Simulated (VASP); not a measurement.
Na2Al2O, 5 atoms in the cell. Symmetry: R-3m, No. 166, trigonal system. Conventional cell: a = 4.414 Å, b = 4.414 Å, c = 19.751 Å, α = 90.00°, β = 90.00°, γ = 120.00°. Na (site symmetry 3m) has 1 O at 2.23 Å as nearest neighbours. Al (site symmetry 3m) has 3 O at 2.58 Å and 3 Al at 2.67 Å as nearest neighbours. Around O (site symmetry -3m) lie 2 Na at 2.23 Å. The cell was built by a generator and needn't be a form met in nature. The cell isn't the ideal one: random cell by space group and Wyckoff sites (R-3m, No. 166).

| Item | Value |
| --- | --- |
| Program | VASP 6.6.1 |
| Task | single point |
| Functional | PBE |
| Potentials or basis | VASP PAW PBE potentials, release 64 (Na_pv, Al, O) |
| Cutoff | 520 eV |
| k mesh | 6 × 6 × 6 |
| Occupations | gaussian, width 0.1 eV |
| Spin | collinear spin, typed start |
| Starting moments | [0.0, 0.0, 0.0, 0.0, 1.0] μB |
| Dipole correction | no |
| Further INCAR settings | ALGO = Fast; EDIFF = 1e-06; NBANDS = 25 |

Potentials or basis: VASP PAW PBE potentials, release 64 (Na_pv, Al, O).

Launch:

```bash
$ cat potpaw_PBE.64/Na_pv/POTCAR potpaw_PBE.64/Al/POTCAR potpaw_PBE.64/O/POTCAR > POTCAR
$ mpirun -np 1 vasp_std > vasp.out
```

Hardware: 1 thread of Intel(R) Xeon(R) Platinum 8375C CPU @ 2.90GHz (Ice Lake) (shared host).

Question: Estimate the wall time of this run.

Answer: Wall time 6.8 min on 1 thread of Intel(R) Xeon(R) Platinum 8375C CPU @ 2.90GHz (Ice Lake), on a shared host, peak memory 0.56 GiB. Counts: scf iterations 16, k points 32.
